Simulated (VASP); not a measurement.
Method: r2SCAN meta-GGA, VASP's PBE PAW potentials (set 64) (plane waves; VASP).

VASP ran on this input.

**KPOINTS**
```
Automatic mesh
0
gamma
 6 6 6
```

**POSCAR**
```
KI
1
    0.0000000000     3.5350000000     3.5350000000
    3.5350000000     0.0000000000     3.5350000000
    3.5350000000     3.5350000000     0.0000000000
K I
1 1
Direct
  0.0000000000   0.0000000000   0.0000000000
  0.5000000000   0.5000000000   0.5000000000
```

INCAR:
```
! general
SYSTEM   =  KI
PREC     =  Accurate
ENCUT    =  520
LREAL    =  .FALSE.
LASPH    =  .TRUE.

! electronic loop
EDIFF    =  1E-6
NELM     =  100
ALGO     =  Normal
LMAXMIX  =  4
LMIXTAU  =  .TRUE.

! smearing
ISMEAR   =  0
SIGMA    =  0.05

! functional
METAGGA  =  R2SCAN

! ions
IBRION   =  2
NSW      =  60
ISIF     =  3
EDIFFG   =  -0.01

! output
LWAVE    =  .FALSE.
LCHARG   =  .FALSE.
```

POTCAR, in this order: K_sv I (PBE.64 set). Program: vasp_std.

Unless said otherwise, spin-orbit coupling is left out, though it shifts the bands of the heavy elements here.

Task: What does the run give for the energy per atom (σ→0), volume per atom, band gap (on the k-mesh)?

Result: 
energy per atom (σ→0): -16992 meV/atom
band gap (on the k-mesh): 4.58 eV
volume per atom: 44.54 Å³/atom

**OSZICAR**
```
...
DAV:   2    -0.339844527409E+02    0.63209E-03   -0.16851E-03   532   0.399E-01    0.847E-02
DAV:   3    -0.339842456529E+02    0.20709E-03   -0.85384E-04   672   0.253E-01    0.489E-02
DAV:   4    -0.339842425683E+02    0.30846E-05   -0.29850E-05   412   0.585E-02    0.278E-02
DAV:   5    -0.339842096780E+02    0.32890E-04   -0.75746E-05   392   0.118E-01    0.589E-03
DAV:   6    -0.339842377141E+02   -0.28036E-04   -0.59789E-05   392   0.107E-01    0.256E-03
DAV:   7    -0.339842355402E+02    0.21738E-05   -0.60486E-06   408   0.336E-02    0.248E-03
DAV:   8    -0.339842352176E+02    0.32259E-06   -0.23958E-06   404   0.191E-02
   3 F= -.33984235E+02 E0= -.33984235E+02  d E =-.307782E-03
```

The compound is KI in the rock salt structure. This run relaxes it. Symmetry was kept, so distortions that lower it aren't found.
